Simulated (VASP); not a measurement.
## Rh: relaxation of cell and atoms with PBEsol

Crystal: Rh.

```
CELL_PARAMETERS angstrom
0.00000 1.89000 1.89000
1.89000 0.00000 1.89000
1.89000 1.89000 0.00000
ATOMIC_POSITIONS crystal
Rh 0.00000 0.00000 0.00000
```

The cell was built by a generator and needn't be a form met in nature.

* Program: VASP 6.6.1
* Task: relaxation of cell and atoms
* Functional: PBEsol
* Potentials or basis: VASP PAW PBE potentials, release 64 (Rh_pv)
* Cutoff: 600 eV
* k mesh: 18 × 18 × 18
* Occupations: methfessel-paxton, width 0.1 eV
* Spin: no spin polarisation
* Further INCAR settings: ALGO = Fast; EDIFF = 1e-06; IBRION = 2; EDIFFG = -0.005; NSW = 60; ISIF = 3

```
Relaxed volume                         : 13.49 Å³/atom
Relaxed cell                           : a = 2.672 Å, b = 2.672 Å, c = 2.672 Å, α = 60.00°, β = 60.00°, γ = 60.00°
Space group after relaxing (to 0.05 Å) : Fm-3m (No. 225)
Energy gained by relaxing              : 0.0 meV/atom
Ionic steps                            : 3
Pressure after relaxing                : 0.0 GPa
Band gap on the k mesh                 : none (metal or under the smearing width)
```

Final structure:
```
Rh
1.0
     0.00000    1.88945    1.88945
     1.88945    0.00000    1.88945
     1.88945    1.88945    0.00000
Rh
1
Cartesian
  0.0000 0.0000 0.0000
```

Levels at points of the mesh, in eV from the Fermi level:
| k point | band 4 | band 5 | band 6 | band 7 | band 8 | band 9 | band 10 | band 11 |
| --- | --- | --- | --- | --- | --- | --- | --- | --- |
| (0.00, 0.00, 0.00) | -8.21 | -3.20 | -3.20 | -3.20 | -1.03 | -1.03 | 15.91 | 21.47 |
| (0.50, 0.00, 0.00) | -6.34 | -3.28 | -3.28 | 0.58 | 0.58 | 0.62 | 8.77 | 15.42 |
| (0.50, 0.50, 0.00) | -6.54 | -6.17 | 0.56 | 1.01 | 1.01 | 3.19 | 12.46 | 13.33 |

It took 22 s on 1 thread of Intel(R) Xeon(R) 6975P-C (Granite Rapids) (shared host), peak memory 0.17 GiB.

Caveat: the PAW data sets were made with another functional, which shifts forces and pressure a little.
